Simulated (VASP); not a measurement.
Here is a VASP 6.6.1 calculation.

INCAR

```
PREC     = Accurate       # precision mode
ENCUT    = 520            # plane-wave cutoff, eV
EDIFF    = 1E-6           # SCF threshold, eV
ISMEAR   = -1             # smearing method
SIGMA    = 0.05           # smearing width, eV
LREAL    = False          # projectors in reciprocal space
LASPH    = True           # aspherical terms in the spheres
NELM     = 100            # most SCF steps
ALGO     = Normal         # electronic algorithm
ISIF     = 2              # what is computed and relaxed
LWAVE    = False          # write WAVECAR
LCHARG   = False          # write CHGCAR
GGA      = PE             # functional
NBANDS   = 48             # bands
```

Contents of KPOINTS:

```
regular mesh
0
Gamma
  3 3 3
```

The input POSCAR:

```
LaRu2
1.0
    5.9999950000      0.1001870000     -0.2839330000
   -0.0385850000      4.3836230000     -0.6260530000
    1.5344210000     -0.1929730000      4.7088920000
Ru La
4 2
Direct
    0.0855784118      0.8747354278      0.4514423508
    0.3049200279      0.6198815592      0.9166053433
    0.5609356270      0.0423492704      0.6895715644
    0.9802806542      0.3363175963      0.3324399173
    0.4331467794      0.3294399979      0.2945097410
    0.8374595990      0.7318860345      0.0028554199
```

Potentials or basis: VASP PAW PBE potentials, release 64 (Ru_pv, La).

Launch:

```console
$ cat potpaw_PBE.64/Ru_pv/POTCAR potpaw_PBE.64/La/POTCAR > POTCAR
$ mpirun -np 1 vasp_std > vasp.out
```

(1) Predict the pressure.

(2) What does it give for the largest force?

(3) Estimate the band gap on the k mesh.

Results:

(1) 0.8 GPa.

(2) 1.734 eV/Å.

(3) none (metal or under the smearing width).

Caveat: the k mesh is coarse (spacing up to 0.48 Å⁻¹), so the values aren't converged.
